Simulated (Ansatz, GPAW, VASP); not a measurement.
## One structure in several programs: AlN (P6_3mc, 4 atoms in the cell)

Self-consistent single point.

```
CELL_PARAMETERS angstrom
      3.12859     0.00000     0.00000
     -1.56429     2.70944     0.00000
      0.00000     0.00000     5.01696
ATOMIC_POSITIONS crystal
  Al 0.66667 0.33333 0.49929
  Al 0.33333 0.66667 0.99929
  N  0.66667 0.33333 0.88071
  N  0.33333 0.66667 0.38071
```

Shared settings, as Ansatz (a program for electronic structure) writes them: kpoints.mp_grid.grid = 10 10 6; scf.occupations.method = fermi_dirac; scf.occupations.width = 0.02 eV. Potentials and cutoffs stand in the table.

| code | model | largest force (eV/Å) | gap on the mesh (eV) | cutoff |
|---|---|---|---|---|
| GPAW | PBEsol, GPAW PAW datasets PBEsol (made by gpaw-setup) | 0.005 | 3.991 | 950 eV |
| VASP | PBEsol, VASP's PBE PAW potentials (set 64) | – | 3.975 | 400 eV |
| Ansatz | PBEsol, default PAW files made with PBE | 0.006 | 3.968 | 420 eV |

A dash marks a value that a program does not give, or that is left out as unsure.

Gaps are read on the mesh.

The spread over the programs that give each value: largest force within 0.001 eV/Å; gap on the mesh within 0.023 eV.

The starting cell comes from a database of computed structures (which also holds hypothetical and non-ambient phases and stackings), without a prior relaxation at this level.

Left out of this page: ABINIT, CP2K, FLEUR and SIESTA (not drawn, or without a comparable value).

Keys are those of Ansatz 0.2.
